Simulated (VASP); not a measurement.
These are PBEsol GGA, VASP's PBE PAW potentials (set 64) (plane waves; VASP 6.6.1) values and carry that method's errors.

Input for VASP

**KPOINTS**
```
Automatic mesh
0
Gamma
9 9 9
0 0 0
```

INCAR:
```
! general
SYSTEM   =  ZnS
PREC     =  Accurate
ENCUT    =  500
LREAL    =  .FALSE.
LASPH    =  .TRUE.

! electronic loop
EDIFF    =  1E-6
NELM     =  100
ALGO     =  Normal
LMAXMIX  =  4

! smearing
ISMEAR   =  0
SIGMA    =  0.05

! functional
GGA      =  PS

! ions
IBRION   =  2
NSW      =  40
ISIF     =  3
EDIFFG   =  -0.02
PSTRESS  =  200

! output
LWAVE    =  .FALSE.
LCHARG   =  .FALSE.
```

File POSCAR:
```
ZnS
1.0
  0.0000000000   2.5915524712   2.5915524712
  2.5915524712   0.0000000000   2.5915524712
  2.5915524712   2.5915524712   0.0000000000
Zn S
1 1
Cartesian
  0.0000000000   0.0000000000   0.0000000000
  1.2957762356   1.2957762356   1.2957762356
```

POTCAR, in this order: Zn S (PBE.64 set). Program: vasp_std.

What VASP printed:

File OSZICAR:
```
       N       E                     dE             d eps       ncg     rms          rms(c)
DAV:   1     0.889832003986E+02    0.88983E+02   -0.90778E+03   910   0.166E+03
DAV:   2    -0.195393779700E+01   -0.90937E+02   -0.86978E+02   990   0.289E+02
DAV:   3    -0.784067069853E+01   -0.58867E+01   -0.58572E+01  1140   0.739E+01
DAV:   4    -0.791629059295E+01   -0.75620E-01   -0.75591E-01  1015   0.873E+00
DAV:   5    -0.791732874103E+01   -0.10381E-02   -0.10381E-02  1115   0.105E+00    0.887E+00
DAV:   6    -0.750248562996E+01    0.41484E+00   -0.10877E+00  1139   0.435E+01    0.668E+00
DAV:   7    -0.748657894974E+01    0.15907E-01   -0.46598E-01   940   0.725E+00    0.311E+00
DAV:   8    -0.748296391045E+01    0.36150E-02   -0.71392E-03  1080   0.853E-01    0.878E-01
DAV:   9    -0.748249191103E+01    0.47200E-03   -0.11446E-03  1081   0.459E-01    0.120E-01
DAV:  10    -0.748254667377E+01   -0.54763E-04   -0.17438E-04  1048   0.153E-01    0.478E-02
DAV:  11    -0.748255592253E+01   -0.92488E-05   -0.32772E-05  1005   0.120E-01    0.658E-03
DAV:  12    -0.748255497332E+01    0.94921E-06   -0.65619E-06  1385   0.614E-02
   1 F= -.31371583E+01 E0= -.31371583E+01  d E =-.313716E+01
       N       E                     dE             d eps       ncg     rms          rms(c)
DAV:   1    -0.128995953943E+02   -0.54170E+01   -0.58672E+01  1105   0.185E+02    0.205E+01
DAV:   2    -0.811659414798E+01    0.47830E+01   -0.38571E+01   915   0.204E+02    0.871E+00
DAV:   3    -0.691657570830E+01    0.12000E+01   -0.44737E+00  1085   0.624E+01    0.313E+00
DAV:   4    -0.681347249769E+01    0.10310E+00   -0.93638E-01  1078   0.121E+01    0.227E+00
DAV:   5    -0.678709856616E+01    0.26374E-01   -0.60258E-02  1090   0.926E+00    0.159E+00
DAV:   6    -0.677508806058E+01    0.12011E-01   -0.31454E-02  1447   0.576E+00    0.351E-01
DAV:   7    -0.677477465567E+01    0.31340E-03   -0.92025E-03   925   0.103E+00    0.182E-01
DAV:   8    -0.677483199814E+01   -0.57342E-04   -0.24595E-03   965   0.364E-01    0.178E-01
DAV:   9    -0.677466820698E+01    0.16379E-03   -0.48488E-04  1045   0.293E-01    0.459E-02
DAV:  10    -0.677466798844E+01    0.21854E-06   -0.12037E-05  1065   0.544E-02    0.222E-02
DAV:  11    -0.677466750706E+01    0.48138E-06   -0.18497E-06   681   0.214E-02
   2 F= -.30786179E+01 E0= -.30786179E+01  d E =0.585404E-01
       N       E                     dE             d eps       ncg     rms          rms(c)
DAV:   1    -0.879188676861E+01   -0.20172E+01   -0.19658E+01  1080   0.128E+02    0.879E+00
DAV:   2    -0.748540187538E+01    0.13065E+01   -0.37029E+00  1075   0.574E+01    0.388E+00
DAV:   3    -0.731230866806E+01    0.17309E+00   -0.20858E-01  1209   0.670E+00    0.193E+00
DAV:   4    -0.727067810064E+01    0.41631E-01   -0.32724E-02   975   0.181E+00    0.521E-01
DAV:   5    -0.726737223129E+01    0.33059E-02   -0.29769E-03  1537   0.195E+00    0.147E-01
DAV:   6    -0.726729437179E+01    0.77860E-04   -0.13577E-03   995   0.550E-01    0.484E-02
DAV:   7    -0.726729084978E+01    0.35220E-05   -0.39842E-05  1183   0.215E-01    0.217E-02
DAV:   8    -0.726729333735E+01   -0.24876E-05   -0.12289E-05   955   0.453E-02    0.478E-03
DAV:   9    -0.726729346920E+01   -0.13184E-06   -0.44482E-07   485   0.651E-03
   3 F= -.32171373E+01 E0= -.32171373E+01  d E =-.799790E-01
       N       E                     dE             d eps       ncg     rms          rms(c)
DAV:   1    -0.726195989521E+01    0.53334E-02   -0.47024E-03  1085   0.185E+00    0.144E-01
DAV:   2    -0.726161585796E+01    0.34404E-03   -0.12250E-03  1090   0.131E+00    0.591E-02
DAV:   3    -0.726157611003E+01    0.39748E-04   -0.46044E-05  1135   0.120E-01    0.278E-02
DAV:   4    -0.726156558351E+01    0.10527E-04   -0.11577E-05  1085   0.557E-02    0.120E-02
DAV:   5    -0.726156486811E+01    0.71540E-06   -0.80010E-07   465   0.201E-02
   4 F= -.32171728E+01 E0= -.32171728E+01  d E =-.800145E-01
```

### OUTCAR
```
------------------------ aborting loop because EDIFF is reached ----------------------------------------
  FORCE on cell =-STRESS in cart. coord.  units (eV):
  Direction    XX          YY          ZZ          XY          YZ          ZX
  --------------------------------------------------------------------------------------
  Total        4.0605083      4.0605083      4.0605083      0.0000000      0.0000000      0.0000000
  in kB      200.7969698    200.7969698    200.7969698      0.0000000      0.0000000      0.0000000
  external PRESSURE =       0.7969698 kB  Pullay stress =     200.0000000 kB
  volume of cell :       32.40
      direct lattice vectors                 reciprocal lattice vectors
     0.000000000  2.530276290  2.530276290    -0.197606879  0.197606879  0.197606879
     2.530276290  0.000000000  2.530276290     0.197606879 -0.197606879  0.197606879
     2.530276290  2.530276290  0.000000000     0.197606879  0.197606879 -0.197606879
  FREE ENERGIE OF THE ION-ELECTRON SYSTEM (eV)
  ---------------------------------------------------
  free  energy   TOTEN  =        -7.2615648681 eV

  energy  without entropy=       -7.2615648681  energy(sigma->0) =       -7.26156487
  enthalpy is  TOTEN    =        -3.2171728277 eV   P V=        4.0443920404

 reached required accuracy - stopping structural energy minimisation
```
(Selected blocks of OUTCAR.)

CONTCAR:
```
ZnS
   1.00000000000000
     0.0000000000000000    2.5302762904445606    2.5302762904445606
     2.5302762904445606    0.0000000000000000    2.5302762904445606
     2.5302762904445606    2.5302762904445606    0.0000000000000000
  Zn              S
     1     1
Direct
     0.0000000000000000    0.0000000000000000    1.0000000000000000
     0.2500000000000000    0.2500000000000000    0.2500000000000000
```

Energy and stress use the plane-wave basis of the starting cell.

The structure was generated: ZnS was put into the zinc blende type (F-43m), which need not be its known phase. This run relaxes it under an external pressure of 20 GPa. Symmetry was kept, so distortions that lower it aren't found.
